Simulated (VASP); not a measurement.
Output of a VASP run:

**OUTCAR**
```
 ion  position               nearest neighbor table
   1  0.667  0.333  0.331-   7 2.55   7 2.55   7 2.55   3 2.95   3 2.95   3 2.95
   2  0.333  0.667  0.466-   7 2.55   8 2.55   8 2.55   8 2.55   3 2.95   3 2.95   3 2.95   5 2.95
                             5 2.95   5 2.95
   3  0.000  0.000  0.399-   8 2.55   7 2.55   7 2.55   7 2.55   2 2.95   2 2.95   2 2.95   1 2.95
                             1 2.95   1 2.95
   4  0.000  0.000  0.601-   8 2.55   9 2.55   9 2.55   9 2.55   5 2.95   5 2.95   5 2.95   6 2.95
                             6 2.95   6 2.95
   5  0.667  0.333  0.534-   9 2.55   8 2.55   8 2.55   8 2.55   4 2.95   4 2.95   4 2.95   2 2.95
                             2 2.95   2 2.95
   6  0.333  0.667  0.669-   9 2.55   9 2.55   9 2.55   4 2.95   4 2.95   4 2.95
   7  0.333  0.667  0.365-   2 2.55   1 2.55   1 2.55   3 2.55   3 2.55   3 2.55   1 2.55
   8  0.000  0.000  0.500-   3 2.55   4 2.55   2 2.55   5 2.55   5 2.55   2 2.55   5 2.55   2 2.55
  LATTYP: Found a hexagonal cell.
 ALAT       =     4.1679366193
 C/A-ratio  =     6.0388643122
 Subroutine PRICEL returns:
 Original cell was already a primitive cell.
 Subroutine GETGRP returns: Found 12 space group operations
The static configuration has the point symmetry D_3d.
The dynamic configuration has the point symmetry D_3d.
 Subroutine INISYM returns: Found 12 space group operations
 Subroutine IBZKPT returns following result:
 Found     10 irreducible k-points:

 Following reciprocal coordinates:
            Coordinates               Weight
  0.000000  0.000000  0.000000      1.000000
  0.125000  0.000000  0.000000      6.000000
  0.250000  0.000000  0.000000      6.000000
  0.375000  0.000000  0.000000      6.000000
  0.500000  0.000000  0.000000      3.000000
  0.125000  0.125000  0.000000      6.000000
  0.250000  0.125000  0.000000     12.000000
  0.375000  0.125000  0.000000     12.000000
  0.250000  0.250000  0.000000      6.000000
  0.375000  0.250000  0.000000      6.000000
   k-points           NKPTS =     10   k-points in BZ     NKDIM =     10   number of bands    NBANDS=     29
   number of dos      NEDOS =    301   number of ions     NIONS =      9
   total plane-waves  NPLWV =  50400
   dimension x,y,z NGX =    20 NGY =   20 NGZ =  126
   dimension x,y,z NGXF=    40 NGYF=   40 NGZF=  252
   ions per type =               6   3
   PREC   = normal    normal or accurate (medium, high low for compatibility)
   ISTART =      0    job   : 0-new  1-cont  2-samecut
   ICHARG =      2    charge: 1-file 2-atom 10-const
   ISPIN  =      1    spin polarized calculation?
   LNONCOLLINEAR =      F non collinear calculations
   LSORBIT =      F    spin-orbit coupling
   INIWAV =      1    electr: 0-lowe 1-rand  2-diag
   ENCUT  =  400.0 eV  29.40 Ry    5.42 a.u.   6.80  6.80 41.05*2*pi/ulx,y,z
   NELM   =    100;   NELMIN=  4; NELMDL= -5     # of ELM steps
   EDIFF  = 0.1E-04   stopping-criterion for ELM
   LREAL  =      F    real-space projection
   NLSPLINE    = F    spline interpolate recip. space projectors
   LMAXMIX     =    6 max onsite mixed and CHGCAR
   VOSKOWN=      0    Vosko Wilk Nusair interpolation
   EDIFFG = -.3E-01   stopping-criterion for IOM
   NSW    =     50    number of steps for IOM
   NBLOCK =      1;   KBLOCK =     50    inner block; outer block
   IBRION =      2    ionic relax: 0-MD 1-quasi-New 2-CG
   NFREE  =      1    steps in history (QN), initial steepest desc. (CG)
   ISIF   =      2    stress and relaxation
   ISYM   =      2    0-nonsym 1-usesym 2-fastsym
   TEIN   =    0.0    initial temperature
   TEBEG  =    0.0;   TEEND  =   0.0 temperature during run
   SMASS  =  -3.00    Nose mass-parameter (am)
   PSTRESS=    0.0 pullay stress
   NELECT =      48.0000    total number of electrons
   EFERMI =   0.00;   METHOD = LEGACY
   ISMEAR =     1;   SIGMA  =   0.10  broadening in eV -4-tet -1-fermi 0-gaus
   IALGO  =     38    algorithm
   LDIAG  =      T    sub-space diagonalisation (order eigenvalues)
   IMIX   =      4    mixing-type and parameters
     AMIX     =   0.40;   BMIX     =  1.00
     AMIX_MAG =   1.60;   BMIX_MAG =  1.00
     AMIN     =   0.10
   GGA     = PS    functional components
   VOSKOWN =     0    Vosko Wilk Nusair interpolation
   LHFCALC =     F    Hartree Fock is set to
...
```

OSZICAR:
```
...
DAV:   3    -0.507929374200E+02    0.32007E-03   -0.27904E-03   748   0.329E-01    0.107E-01
DAV:   4    -0.507927257083E+02    0.21171E-03   -0.69160E-04   698   0.191E-01    0.337E-02
DAV:   5    -0.507927141386E+02    0.11570E-04   -0.24176E-04   667   0.990E-02    0.149E-02
DAV:   6    -0.507927087729E+02    0.53656E-05   -0.37199E-05   625   0.311E-02
   6 F= -.50792709E+02 E0= -.50795394E+02  d E =-.416726E-01
       N       E                     dE             d eps       ncg     rms          rms(c)
DAV:   1    -0.508023285916E+02   -0.96145E-02   -0.23802E+00   580   0.712E+00    0.188E-01
DAV:   2    -0.508051473549E+02   -0.28188E-02   -0.38939E-02   670   0.122E+00    0.138E-01
DAV:   3    -0.508048166682E+02    0.33069E-03   -0.25013E-03   686   0.274E-01    0.959E-02
DAV:   4    -0.508046078940E+02    0.20877E-03   -0.10036E-03   695   0.173E-01    0.268E-02
DAV:   5    -0.508046017141E+02    0.61799E-05   -0.81287E-05   719   0.643E-02
   7 F= -.50804602E+02 E0= -.50807094E+02  d E =-.118929E-01
       N       E                     dE             d eps       ncg     rms          rms(c)
DAV:   1    -0.508003843376E+02    0.42236E-02   -0.19427E+01   580   0.204E+01    0.564E-01
DAV:   2    -0.508231223988E+02   -0.22738E-01   -0.32904E-01   633   0.364E+00    0.396E-01
DAV:   3    -0.508197004613E+02    0.34219E-02   -0.26471E-02   683   0.981E-01    0.275E-01
DAV:   4    -0.508180490537E+02    0.16514E-02   -0.74497E-03   727   0.489E-01    0.108E-01
DAV:   5    -0.508179477069E+02    0.10135E-03   -0.82894E-04   735   0.177E-01    0.478E-02
DAV:   6    -0.508179460325E+02    0.16743E-05   -0.11509E-04   775   0.591E-02    0.302E-02
DAV:   7    -0.508179528562E+02   -0.68236E-05   -0.25072E-05   464   0.382E-02
   8 F= -.50817953E+02 E0= -.50818705E+02  d E =-.252441E-01
       N       E                     dE             d eps       ncg     rms          rms(c)
DAV:   1    -0.508179513696E+02   -0.53370E-05   -0.12599E-01   590   0.163E+00    0.456E-02
DAV:   2    -0.508180929711E+02   -0.14160E-03   -0.20605E-03   669   0.288E-01    0.330E-02
DAV:   3    -0.508180706657E+02    0.22305E-04   -0.16065E-04   693   0.760E-02    0.229E-02
DAV:   4    -0.508180651159E+02    0.55498E-05   -0.63447E-05   647   0.442E-02
   9 F= -.50818065E+02 E0= -.50818946E+02  d E =-.253563E-01
       N       E                     dE             d eps       ncg     rms          rms(c)
DAV:   1    -0.508189493970E+02   -0.87873E-03   -0.33946E-01   605   0.285E+00    0.142E-01
DAV:   2    -0.508192424075E+02   -0.29301E-03   -0.62460E-03   702   0.450E-01    0.691E-02
DAV:   3    -0.508191935358E+02    0.48872E-04   -0.37298E-04   796   0.132E-01    0.382E-02
DAV:   4    -0.508191819732E+02    0.11563E-04   -0.12198E-04   705   0.101E-01    0.157E-02
DAV:   5    -0.508191758497E+02    0.61235E-05   -0.31646E-05   464   0.454E-02
  10 F= -.50819176E+02 E0= -.50819400E+02  d E =-.111073E-02
       N       E                     dE             d eps       ncg     rms          rms(c)
DAV:   1    -0.508196630865E+02   -0.48111E-03   -0.43094E-02   605   0.102E+00    0.501E-02
DAV:   2    -0.508197019107E+02   -0.38824E-04   -0.78708E-04   718   0.160E-01    0.246E-02
DAV:   3    -0.508196971169E+02    0.47938E-05   -0.43817E-05   623   0.477E-02    0.131E-02
DAV:   4    -0.508196963836E+02    0.73329E-06   -0.14468E-05   457   0.354E-02
  11 F= -.50819696E+02 E0= -.50820192E+02  d E =-.163127E-02
```

### OUTCAR
```
------------------------ aborting loop because EDIFF is reached ----------------------------------------
  FORCE on cell =-STRESS in cart. coord.  units (eV):
  Direction    XX          YY          ZZ          XY          YZ          ZX
  --------------------------------------------------------------------------------------
  Total        2.6835335      2.6835335     -0.2328292     -0.0000004     -0.0000000      0.0000000
  in kB       11.3545098     11.3545096     -0.9851420     -0.0000016     -0.0000000      0.0000000
  external PRESSURE =       7.2412925 kB  Pullay stress =       0.0000000 kB
  volume of cell :      378.66
      direct lattice vectors                 reciprocal lattice vectors
     4.167936619  0.000000000  0.000000000     0.239926873  0.138521879  0.000000000
    -2.083968808  3.609538965  0.000000000     0.000000000  0.277043692  0.000000000
     0.000000000  0.000000000 25.169603706     0.000000000  0.000000000  0.039730463
 POSITION                                       TOTAL-FORCE (eV/Angst)
 -----------------------------------------------------------------------------------
      2.08397      1.20318      8.61459        -0.000000     -0.000000      0.022240
     -0.00000      2.40636     11.74408        -0.000000      0.000000     -0.014315
      0.00000      0.00000     10.02461        -0.000000     -0.000000     -0.028406
     -0.00000      0.00000     15.14499        -0.000000      0.000000      0.028406
      2.08397      1.20318     13.42553        -0.000000      0.000000      0.014315
     -0.00000      2.40636     16.55502         0.000000      0.000000     -0.022240
     -0.00000      2.40636      9.22463         0.000000      0.000000      0.025712
      0.00000      0.00000     12.58480        -0.000000      0.000000     -0.000000
      2.08397      1.20318     15.94498         0.000000      0.000000     -0.025712
 -----------------------------------------------------------------------------------
    total drift:                                0.000000      0.000000      0.000000
  FREE ENERGIE OF THE ION-ELECTRON SYSTEM (eV)
  ---------------------------------------------------
  free  energy   TOTEN  =       -50.8196963836 eV

  energy  without entropy=      -50.8211826324  energy(sigma->0) =      -50.82019180

 reached required accuracy - stopping structural energy minimisation
```
(Selected blocks of OUTCAR.)

**POSCAR**
```
PtAl2(111) slab
1
    4.1679366193    -0.0000000000    -0.0000000000
   -2.0839688083     3.6095389653     0.0000000000
    0.0000000000     0.0000000000    25.1696037060
Al Pt
6 3
Direct
  0.6666670000   0.3333330000   0.3309910000
  0.3333330000   0.6666670000   0.4661980000
  0.0000000000   0.0000000000   0.3985950000
  0.0000000000   0.0000000000   0.6014050000
  0.6666670000   0.3333330000   0.5338020000
  0.3333330000   0.6666670000   0.6690090000
  0.3333330000   0.6666670000   0.3647930000
  0.0000000000   0.0000000000   0.5000000000
  0.6666670000   0.3333330000   0.6352070000
```

**Question.** Write an INCAR and KPOINTS that could have produced this output.

**Answer.** This is not unique; one that fits is the input of the run itself, PBEsol GGA, plane waves, VASP's PBE PAW potentials (set 64).

INCAR:
```
EDIFF  =  1E-5   ! SCF stop (eV)
PREC  =  Normal
GGA  =  PS   ! PBEsol
LASPH  =  .TRUE.   ! aspherical one-centre terms
NSW  =  50   ! most ionic steps
ALGO  =  Normal   ! blocked Davidson
EDIFFG  =  -0.03
IBRION  =  2   ! conjugate gradients
SYSTEM  =  PtAl2(111) slab
LREAL  =  .FALSE.
LCHARG  =  .FALSE.
ISIF  =  2
SIGMA  =  0.1   ! width (eV)
LWAVE  =  .TRUE.
ENCUT  =  400   ! plane-wave cut-off (eV)
IDIPOL  =  3
LMAXMIX  =  6   ! l cut-off of mixed one-centre charges
LDIPOL  =  .TRUE.
NELM  =  100   ! most electronic steps
NELMIN  =  4
ISMEAR  =  1   ! Methfessel-Paxton
DIPOL  =  0.5 0.5 0.5
```

### KPOINTS
```
Automatic mesh
0
Gamma
8 8 1
0 0 0
```

POTCAR, in this order: Al Pt (PBE.64 set). Program: vasp_std.

The cell is a thin slab with vacuum, built from PtAl2 (fluorite): (111) face.
